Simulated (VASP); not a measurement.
TiCd3, 4 atoms in the cell. It takes space group Fm-3m (No. 225, cubic). Conventional cell: a = 6.851 Å, b = 6.851 Å, c = 6.851 Å, α = 90.00°, β = 90.00°, γ = 90.00°. Around Ti (site symmetry m-3m) lie 8 Cd at 2.97 Å. Around Cd (site symmetry -43m) lie 4 Ti at 2.97 Å and 4 Cd at 2.97 Å. Cd (site symmetry m-3m) has 8 Cd at 2.97 Å as nearest neighbours. The cell was built by a generator and needn't be a form met in nature.

```yaml
Program: VASP 6.6.1
Task: relaxation of the atoms
Functional: LDA
Potentials_or_basis: VASP PAW LDA potentials, release 64 (Ti_sv, Cd)
Cutoff: 520 eV
k_mesh: 7 × 7 × 7
Occupations: methfessel-paxton, width 0.1 eV
Spin: no spin polarisation
Further_INCAR_settings: ALGO = Fast; EDIFF = 1e-06; IBRION = 2; EDIFFG = -0.02; NSW = 40
```

Potentials or basis: VASP PAW LDA potentials, release 64 (Ti_sv, Cd).

Launch:

```bash
$ cat potpaw_LDA.64/Ti_sv/POTCAR potpaw_LDA.64/Cd/POTCAR > POTCAR
$ mpirun -np 1 vasp_std > vasp.out
```

Hardware: 1 thread of Intel(R) Xeon(R) 6975P-C (Granite Rapids) (shared host).

Problem. Estimate the wall time of this run.

Solution. It took 69 s on 1 thread of Intel(R) Xeon(R) 6975P-C (Granite Rapids) (shared host), peak memory 0.19 GiB. Counts: scf iterations 44, k points 20, ion steps 1.
